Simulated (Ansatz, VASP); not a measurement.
# CoICl (1T-CoClI monolayer): VASP beside Ansatz

One calculation is typed for both programs; each brings its own data sets. How far apart do they land? Of the first pair: The structure shown is the start of the Ansatz relaxation below; VASP solves that cell, so the two are compared at the walk's first step.

Calculated with Ansatz 0.2.0; plane waves, with VASP 6.6.1 beside it; single point at LDA.

## Step 1: Set-up

The cell holds 3 atoms: 1 I, 1 Co and 1 Cl. Its edges and angles: a = 3.585 Å, b = 3.585 Å, c = 35.979 Å, α = 90.0°, β = 90.0°, γ = 120.0°. Vacuum lies along c.

## Step 2: Ansatz: relaxation, LDA

Ansatz runs on its default PAW (the set named soft_2) files.

The two programs are compared at the cell with which this relaxation starts, whose forces are those of its first step.

input.yaml reads:

```yaml
crystal:
  lattice:
    - [3.585201, 0.0, 0.0]
    - [-1.7926005, 3.1048751437, 0.0]
    - [0.0, 0.0, 35.9793226425]
  atoms:
    - { symbol: I, position: [0.6666666667, 0.3333333333, 0.4655451734] }
    - { symbol: Co, position: [0.0, 0.0, 0.5095953483], spin: 3.0 }
    - { symbol: Cl, position: [0.3333333333, 0.6666666667, 0.5344548266] }
  periodic: [true, true, false]
magnetization:
  spin_polarized: true
kpoints:
  mp_grid: { grid: [12, 12, 1] }
hamiltonian:
  xc: lda
scf:
  occupations: { method: fermi_dirac, width: 0.05 }
  convergence: { dr2_threshold: 1.0e-09 }
relax:
  f_tol: 0.004
  max_steps: 90
  cell: {}
output:
  write_potential: true
  write_density: true
  volumetric_format: npy
```

The run is started by

```bash
> ansatz run input.yaml --threads 8 --pin off --max-ram 12288MiB --backend cpu --events-out ev --progress --plain --runs-dir out
```

Numbers of over 12 decimals in the logs are rounded to 6 here.

The log of the run:

```text
Warning: relax.cell: scf.convergence.dr2_threshold = 1e-9 eV is looser than the 1.92636787939e-10 eV advised for a relaxation that steers and ends on the stress (1e-10 eV for each atom of the cell: 3, times the square of relax.cell.stress_2d_tol = 0.05 N/m over 12.5 Å (the atoms' height at the walk's start and 5 Å past either face), 4.007e-2 GPa, over a crystal's default 0.05). What an SCF threshold leaves in a stress goes as its square root, and in the free energy as the threshold itself, and one threshold admits the most on a small cell: [figures from the program's tests cut] Set scf.convergence.dr2_threshold to 1.92636787939e-10 eV or tighter. [rest of the remark cut]
Engine: ansatz 0.2.0, aarch64-unknown-linux-gnu
Pseudopotentials: kind: paw
Pseudopotential: I, paw, valence charge 17, recommended cutoff 420 eV (normal), I.paw.azcp
Pseudopotential: Co, paw, valence charge 17, recommended cutoff 420 eV (normal), Co.paw.azcp
Pseudopotential: Cl, paw, valence charge 7, recommended cutoff 420 eV (normal), Cl.paw.azcp
Functional definition: SPW92
  exchange = slater_x
  correlation = pw_c
Crystal: 3 atoms, lattice volume = 400.507 Å³
Basis set: ecut = 420 eV, 7699 PW (Γ)
Bands: 27, of which v1, the nominal top of the filled ones, is band 21 counted from 1 (20 counted from 0)
Symmetry: 6 space group operations
Space group: P3m1 (ITA 156), of the structure as read, at distance tolerance 7.4e-5 Å
Magnetic group: BNS 156.49 (UNI 1279), of the structure as read, at distance tolerance 7.4e-5 Å
k-points: 19 of 144 (time reversal used)
Non-local potential: I, projectors of the file, l = 0: 2, l = 1: 2, l = 2: 2, l = 3: 2
Non-local potential: Co, projectors of the file, l = 0: 3, l = 1: 2, l = 2: 3, l = 3: 1
Non-local potential: Cl, projectors of the file, l = 0: 2, l = 1: 2, l = 2: 2
PAW form: soft (Blöchl's): semilocal exchange-correlation on the pseudo side does not see the compensation charge
PAW frozen core: I, regenerated for the run's functional, and the local potential with it (the file was generated under x = pbe(κ = 0.804, μ = 0.219515), c = pbe(β = 0.066725))
PAW frozen core: Co, regenerated for the run's functional, and the local potential with it (the file was generated under x = pbe(κ = 0.804, μ = 0.219515), c = pbe(β = 0.066725))
PAW frozen core: Cl, regenerated for the run's functional, and the local potential with it (the file was generated under x = pbe(κ = 0.804, μ = 0.219515), c = pbe(β = 0.066725))
PAW one-centre angular grid: I, 590 points (default); XC on 64 Gauss nodes
PAW one-centre angular grid: Co, 590 points (default); XC on 64 Gauss nodes
PAW one-centre angular grid: Cl, 110 points (default); XC on 64 Gauss nodes
Initial density: superposition of atomic densities (neutral atoms: chi_scale 0, normalization atom)
Starting moments: Σ|m| = 3 μB on 1 of 3 sites
Initial wavefunctions: pseudopotential atomic-orbital guess
Functional: x = slater, c = lda
iter 1 solved again at ethr=1.05e-3 eV; its pass at ethr=3.10e-3 eV (dr2=4.30e-1 eV) is discarded
SCF iter   1: F=—  HF=-13461.348922 eV  |F-HF|=—  |Δ(HF+E_count)|=         —  Δρ=1.08e-2 (↑6.81e-3 ↓1.08e-2)  dr2=4.45e-1  dr2_m=1.87e-1  M=2.911 μB ∫|m|=2.923 μB  β_m=0.30  ethr=1.05e-3  ⟨swp⟩=1.6  Hψ=11155  notcnv=0
Mixer restart at iter 1: flushing history
preconditioner: auto → LDOS  [metal: Δε(μ)=0.067 eV  Ē_g=10.527 eV  σ=0.050 eV  W_gap=0.32  n_scr=20 (ndim 8)  ℏωp=8.9 eV  f_vac=0.819  D(μ)=3.68/eV (n_scr^D=14)]
spin=Collinear: LDOS preconditioning applied to the charge; magnetization (m = ρ↑ − ρ↓) channel mixes plain (no charge-response kernel on spin).
SCF iter   2: F=—  HF=-13461.934172 eV  |F-HF|=—  |Δ(HF+E_count)|=   5.85e-1  Δρ=7.57e-3 (↑7.25e-3 ↓7.57e-3)  dr2=1.16e-1  dr2_m=1.46e-1  M=2.866 μB ∫|m|=2.878 μB  β_m=0.51  ethr=1.05e-3  ⟨swp⟩=5.3  Hψ=2525  notcnv=0  defer=22
SCF iter   3: F=—  HF=-13462.919741 eV  |F-HF|=—  |Δ(HF+E_count)|=         —  Δρ=2.73e-2 (↑2.72e-2 ↓2.73e-2)  dr2=2.33e-1  dr2_m=2.67e0  M=1.537 μB ∫|m|=1.608 μB  β_m=0.51  ethr=2.83e-4  ⟨swp⟩=5.0  Hψ=2831  notcnv=0  defer=56
SCF iter   4: F=—  HF=-13463.034521 eV  |F-HF|=—  |Δ(HF+E_count)|=   1.15e-1  Δρ=1.89e-2 (↑1.89e-2 ↓1.78e-2)  dr2=7.49e-2  dr2_m=1.22e0  M=1.290 μB ∫|m|=1.366 μB  β_m=0.75  ethr=2.83e-4  ⟨swp⟩=4.6  Hψ=2260  notcnv=0  defer=49
[...]
iter 1 solved again at ethr=1.60e-6 eV; its pass at ethr=3.10e-3 eV (dr2=6.55e-4 eV) is discarded
SCF iter   1: F=—  HF=-13463.163254 eV  |F-HF|=—  |Δ(HF+E_count)|=         —  Δρ=2.02e-5 (↑1.76e-5 ↓2.02e-5)  dr2=2.52e-6  dr2_m=1.42e-8  M=0.995 μB ∫|m|=1.034 μB  β_m=0.65  ethr=1.60e-6  ⟨swp⟩=4.8  Hψ=13224  notcnv=0
eigensolver tolerance schedule: the retry pair's looser diagonalisation over-reported the residual by 259.18 of it (diagonalisation noise at 0.15 of the residual, at the tolerance the schedule requests for it); recorded, not acted on — ethr = c·dr2/N_el stays at c = 1.0e-1
preconditioner: auto → LDOS  [metal: Δε(μ)=0.032 eV  Ē_g=9.865 eV  σ=0.050 eV  W_gap=0.16  n_scr=18 (ndim 8)  ℏωp=9.0 eV  f_vac=0.819  D(μ)=2.16/eV (n_scr^D=10)]
spin=Collinear: LDOS preconditioning applied to the charge; magnetization (m = ρ↑ − ρ↓) channel mixes plain (no charge-response kernel on spin).
SCF iter   2: F=—  HF=-13463.163389 eV  |F-HF|=—  |Δ(HF+E_count)|=   1.36e-4  Δρ=1.96e-5 (↑1.96e-5 ↓1.67e-5)  dr2=3.31e-6  dr2_m=9.02e-9  M=0.995 μB ∫|m|=1.034 μB  β_m=0.56  ethr=6.14e-9  ⟨swp⟩=3.8  Hψ=2423  notcnv=0
SCF iter   3: F=—  HF=-13463.163388 eV  |F-HF|=—  |Δ(HF+E_count)|=   1.44e-6  Δρ=6.98e-6 (↑6.98e-6 ↓5.58e-6)  dr2=5.81e-7  dr2_m=2.23e-9  M=0.995 μB ∫|m|=1.034 μB  β_m=0.72  ethr=6.14e-9  ⟨swp⟩=2.4  Hψ=1183  notcnv=0
SCF iter   4: F=—  HF=-13463.163391 eV  |F-HF|=—  |Δ(HF+E_count)|=   2.53e-6  Δρ=1.38e-6 (↑1.38e-6 ↓1.20e-6)  dr2=3.84e-8  dr2_m=1.32e-10  M=0.995 μB ∫|m|=1.034 μB  β_m=0.65  ethr=1.42e-9  ⟨swp⟩=3.1  Hψ=2127  notcnv=0
SCF iter   5: F=—  HF=-13463.163391 eV  |F-HF|=—  |Δ(HF+E_count)|=   3.00e-7  Δρ=1.70e-6 (↑1.70e-6 ↓1.20e-6)  dr2=1.59e-8  dr2_m=2.82e-10  M=0.995 μB ∫|m|=1.034 μB  β_m=0.49  ethr=9.37e-11  ⟨swp⟩=3.3  Hψ=2196  notcnv=0
SCF iter   6: F=—  HF=-13463.163391 eV  |F-HF|=—  |Δ(HF+E_count)|=   2.79e-8  Δρ=6.31e-7 (↑6.31e-7 ↓3.37e-7)  dr2=1.79e-9  dr2_m=1.19e-10  M=0.995 μB ∫|m|=1.034 μB  β_m=0.38  ethr=3.88e-11  ⟨swp⟩=3.0  Hψ=1550  notcnv=0
SCF iter   7: F=—  HF=-13463.163391 eV  |F-HF|=—  |Δ(HF+E_count)|=   7.79e-9  Δρ=1.81e-7 (↑1.35e-7 ↓1.81e-7)  dr2=2.66e-10  dr2_m=6.83e-11  M=0.995 μB ∫|m|=1.034 μB  β_m=0.69  ethr=4.36e-12  ⟨swp⟩=2.7  Hψ=1964  notcnv=0
SCF iter   8: F=-13463.163391 eV  HF=-13463.163391 eV  |F-HF|=8.73e-11  |Δ(HF+E_count)|=   3.53e-9  Δρ=2.61e-7 (↑2.61e-7 ↓2.31e-7)  dr2=6.48e-10  dr2_m=9.35e-13  M=0.995 μB ∫|m|=1.034 μB  ethr=1.00e-12  ⟨swp⟩=11.9  Hψ=8074  notcnv=0
SCF 7 converged in 8 iterations: F = -13463.163391 eV  dr2 = 6.48e-10
relax step   7: F+E_penalty+E_count = -13463.16339089 eV  Δ(F+E_penalty+E_count) = +4.232e-4 eV  max|allowed force component| = 9.870e-4 eV/Å  Δτ_max = 0.0000 Å  P = +0.000 N/m  Ω = 392.634 Å³  fix = [c, alpha, beta]  reactions: c +0.000 N/m  stress off target by 3.21e-4 N/m on what of the cell is left free  SCF on the basis re-selected at this cell (its energy is not comparable with the rows above)  (8 SCF iters)
basis re-selected at this cell: Δ(F+E_penalty+E_count) = +4.232e-4 eV, ΔP = -0.004 N/m vs the last step (what re-selecting the basis moved, of the pressure what is left beyond the Pulay correction that the steps carried, after the strain that the cell walked since its last selection, with what the two solves' SCF thresholds leave and, on support functions, any second-order correction that the steps lacked; it is no m [...]
WARN: The output density's exchange-correlation potential varies sharply where the density is thin. Do not read a vacuum level from v_tot or v_xc, or from such a field of the output density. On a cell that repeats whose density bears no net charge and no dipole along the vacuum's axis use v_es (v_loc + v_h of the components); under efield.dipole_correction with no amplitude use v_es + v_field, which holds any externa [...]
SCF converged after 8 iterations
Magnetization: 0.9954 μB (20.9977 up, 20.0023 down)
Absolute magnetization: 1.0340 μB (∫|ρ↑−ρ↓|, with the PAW one-centre terms)
Spin contamination: 0.0172 ħ² per cell (⟨S²⟩ above its minimum at these occupations)
Per-site moments (μB) at R_I (Å): [(0.024872, 1.036432), (0.822598, 0.970297), (0.055649, 0.970297)]
Free energy (F): -13463.163391 eV
Harris-Foulkes:  -13463.163391 eV  (|F-HF|=8.73e-11)
Internal energy: -13463.145297 eV  (E = F + TS)
E sigma→0 (E₀):  -13463.154344 eV
Entropy (-TS):   -0.018094 eV (-6.031 meV/atom)
Fermi energy:    -4.878366 eV
--- Per-component energies (eV) ---
  E_band       = -1318.853650
  E_kinetic    = 805.978265
  E_local      = -113616.344261  (includes V_loc(G=0)·N_el)
  E_nonlocal   = 413.128128
  E_hartree    = 56223.051253
  E_xc         = -390.086671
  E_vxc        = -453.754376  (∫ρ·V_xc dr)
  E_paw        = -6741.951214  (= ΣΔE_a)
  E_vpaw       = -913.966555  (= ΣTr[D̂ρ^β])
  E_aug_tail   = 0.000179  (compensation charges beyond the density's cutoff)
  E_ewald      = 49841.689066
  E_core_change = 1.389957  (= ΣΔE_core)
  E_smearing   = -0.018094  (= −TS)
  E_closure    = -0.000000  (closes the sum)
  Σ components = -13463.163391   (vs F -13463.163391, Δ=0.00e0)
--- Forces (eV/Å), atoms counted from 1 ---
  atom   1  I      0.00000000     0.00000000    -0.00073516
  atom   2  Co     0.00000000    -0.00000000    -0.00058204
  atom   3  Cl    -0.00000000     0.00000000     0.00082190
  max |Σ_I F_I| component: 4.95e-4 eV/Å
--- 2D stress c σ (N/m, compression-positive) ---
        0.000321      -0.000000      -0.000000
        0.000000       0.000321      -0.000000
       -0.000000      -0.000000       0.000000
  P = ½ c Tr σ = 0.0003 N/m
--- Band table (eV; the first three rows and the last of 38) ---
  k-point 0 ↑: bands = [... 17 lower, -6.5833, -6.5833, -6.0727, -4.1605, -4.1605, -1.7275, -0.7091, -0.3394, ... 2 higher]
  k-point 1 ↑: bands = [... 17 lower, -6.5176, -6.3454, -5.9502, -4.5193, -4.2537, -1.5469, -0.5179, -0.1977, ... 2 higher]
  k-point 2 ↑: bands = [... 17 lower, -6.5275, -6.1135, -5.8321, -5.1102, -4.4443, -1.1245, -0.1085, 0.1018, ... 2 higher]
  k-point 18 ↓: bands = [... 17 lower, -5.8061, -5.5894, -5.3571, -4.7214, -3.9445, -0.2577, 0.9732, 2.3997, ... 2 higher]
  the weakly bound empty levels are not read free of the cell's end (no_gap_told)
--- Relaxed structure (6 steps of the walk, 6 accepted, 1 SCFs on fresh bases) ---
  F+E_penalty+E_count = -13463.16339089 eV   max|allowed force component| = 9.870e-4 eV/Å   (the final SCF, on the basis selected at the relaxed cell)
  cell:  # Å, volume = 392.6339 Å³
    - [3.549785, 0.0, 0]
    - [-1.774893, 3.074204, 0]
    - [0, 0, 35.9793226425]
  atoms:
    - { symbol: I, position: [0.666667, 0.333333, 0.465571] }
    - { symbol: Co, position: [0, 0, 0.505969] }
    - { symbol: Cl, position: [0.333333, 0.666667, 0.538055] }
```

(Continued in part 2 of 2.)

[Lines on the potential files, build, host, timing and source positions are cut from VASP's logs without a mark.]

[Logs are printed without paths, hosts, clocks, repeated set-up lines and the standing remarks that a program may print on its own settings, such as how far it seeks lower states.]

[Hosts, paths, dates, database ids (printed as entryN), source tags and the programs' standing remarks are cut or masked in the printed files.]
